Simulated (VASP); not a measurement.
Energy against volume of ZnS (zinc blende). These are PBE GGA, VASP's PBE PAW potentials (set 64) (plane waves; VASP) values and carry that method's errors.

```
V (Å³/atom)  E (eV/atom)
-----------  -----------
18.993          -3.40832
19.599          -3.42190
20.205          -3.42620
20.811          -3.42258
21.417          -3.41225
```

Task: Fit a third-order Birch-Murnaghan equation of state.

Result: 
```yaml
volume_per_atom: 20.21 Å³/atom
bulk_modulus: 69.3 GPa
pressure_derivative_of_the_bulk_modulus: 4.38
lattice_constant_a: 5.448 Å
```

Measured: bulk modulus 77.1 GPa (computed value off by -10.1 %), as given by Cormac Toher et al., Physical Review Materials (2017), arXiv:1611.05714; a 5.410 Å (computed value off by +0.7 %), as given by Martin Albrecht et al., Physical review. B, Condensed matter (1997), arXiv:cond-mat/9706128. The calculation is for a static lattice, while the measured bulk modulus, a hold thermal and zero-point effects, which are part of the difference.

The compound is ZnS in the zinc blende structure. It was relaxed first.
